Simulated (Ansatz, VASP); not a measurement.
# SnC3 in VASP and in Ansatz

The input POSCAR:

```
SnC3
1.0
    2.8975645940      0.0000000000      0.0000000000
    0.0000000000      2.8975645940      0.0000000000
    0.0000000000      0.0000000000      4.5167486701
C Sn
3 1
Direct
    0.5000000000      0.0000000000      0.8235182930
    0.5000000000      0.5000000000      0.0000000000
    0.0000000000      0.5000000000      0.1764817070
    0.0000000000      0.0000000000      0.5000000000
```

The input INCAR.step1:

```
SYSTEM = SnC3
PREC = Accurate
ENCUT = 520
ISMEAR = 0
SIGMA = 0.01
LREAL = .FALSE.
LASPH = .TRUE.
NELM = 100
NBANDS = 21
GGA = PE
ALGO = Normal
EDIFF = 1E-4
LWAVE = .TRUE.
LCHARG = .FALSE.
```

Contents of INCAR.step2:

```
SYSTEM = SnC3
PREC = Accurate
ENCUT = 520
EDIFF = 1E-6
ISMEAR = 0
SIGMA = 0.01
LREAL = .FALSE.
LASPH = .TRUE.
NELM = 100
ALGO = Normal
ISIF = 2
LWAVE = .FALSE.
LCHARG = .FALSE.
METAGGA = R2SCAN
LMIXTAU = .TRUE.
NBANDS = 21
ISTART = 1
```

The input KPOINTS:

```
Automatic mesh
0
G
  8 8 6
  0 0 0
```

Input for Ansatz:

```yaml
crystal:
  lattice:
    - [2.897564594, 0.0, 0.0]
    - [0.0, 2.897564594, 0.0]
    - [0.0, 0.0, 4.5167486701]
  atoms:
    - { symbol: C, position: [0.5, 0.0, 0.823518293] }
    - { symbol: C, position: [0.5, 0.5, 0.0] }
    - { symbol: C, position: [0.0, 0.5, 0.176481707] }
    - { symbol: Sn, position: [0.0, 0.0, 0.5] }
kpoints:
  mp_grid: { grid: [8, 8, 6] }
  band_path:
    path:
      - [0.0, 0.0, 0.0]
      - [0.0, 0.5, 0.0]
      - [0.5, 0.5, 0.0]
      - [0.0, 0.0, 0.5]
      - [0.0, 0.5, 0.5]
      - [0.5, 0.5, 0.5]
    npoints: 1
hamiltonian:
  xc: r2scan
scf:
  occupations: { method: fixed }
  n_extra_bands: 5
output:
  forces: true
  stress: true
  eigenvalues: true
```

Change from the starting cell: hydrostatic strain -2.7%.

Alike in both runs: task single point; functional r2SCAN; k mesh 8 × 8 × 6; no spin polarisation.

|  | VASP | Ansatz |
| --- | --- | --- |
| version | VASP 6.6.1 | Ansatz 0.2.0 |
| potentials or method | VASP PAW PBE potentials, release 64 (C, Sn_d) | plane waves, PAW |
| plane-wave cutoff (eV) | 520 | 500 |
| occupations | gaussian, width 0.01 eV | fixed |
| valence electrons in the cell | 26 | 26 |

VASP gave:

```
gap on the k mesh at the Fermi level (eV)       : 0.52
pressure (GPa)                                  : 21.6
largest component of the traceless stress (GPa) : 3.72
```

Problem. Which values does Ansatz return?

Solution. gap on the k mesh at the Fermi level (eV): 0.53; pressure (GPa): 21.1; largest component of the traceless stress (GPa): 3.81.

Caveats: so large a pressure means that the cell lies far from this level's equilibrium, or that cutoff or potentials fall short (VASP); the potentials were made for another functional, which shifts forces and pressure (VASP); spin-orbit coupling is left out, which moves the levels of the heavy elements. A k mesh can miss the band edges.
